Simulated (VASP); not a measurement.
Calculation: optB88-vdW, VASP's PBE PAW potentials (set 64) (plane waves; VASP 6.6.1).

VASP input:

**KPOINTS**
```
Automatic mesh
0
Gamma
10 10 10
0 0 0
```

**INCAR**
```
PARAM1 = 0.1833333333
ISIF = 3
LWAVE = .FALSE.
ALGO = Normal   # blocked Davidson
ENCUT = 520   # plane-wave cut-off (eV)
SIGMA = 0.05
PREC = Accurate
ISMEAR = 0
LUSE_VDW = .TRUE.
LREAL = .FALSE.   # projection in real space or not
LCHARG = .FALSE.
SYSTEM = LiF
NSW = 60   # most ionic steps
IBRION = 2
EDIFFG = -0.01   # ionic stop
NELM = 100
LASPH = .TRUE.
GGA = BO
AGGAC = 0.0
EDIFF = 1E-6   # SCF stop (eV)
PARAM2 = 0.22
```

### POSCAR
```
LiF
1.0
  0.0000000000   2.0150000000   2.0150000000
  2.0150000000   0.0000000000   2.0150000000
  2.0150000000   2.0150000000   0.0000000000
Li F
1 1
Direct
  0.0000000000   0.0000000000   0.0000000000
  0.5000000000   0.5000000000   0.5000000000
```

POTCAR, in this order: Li_sv F (PBE.64 set). Program: vasp_std.

**Question.** What will the output report for the number of irreducible k-points (NKPTS), largest plane-wave count, number of space-group operations, FFT grid (NGX, NGY, NGZ)?

**Answer.** 
```
Item                                          Result
--------------------------------------  ------------
number of irreducible k-points (NKPTS)            47
largest plane-wave count                         459
number of space-group operations                  48
FFT grid (NGX, NGY, NGZ)                24 × 24 × 24
```

The compound is LiF in the rock salt structure. This run relaxes it. Symmetry was kept, so distortions that lower it aren't found.
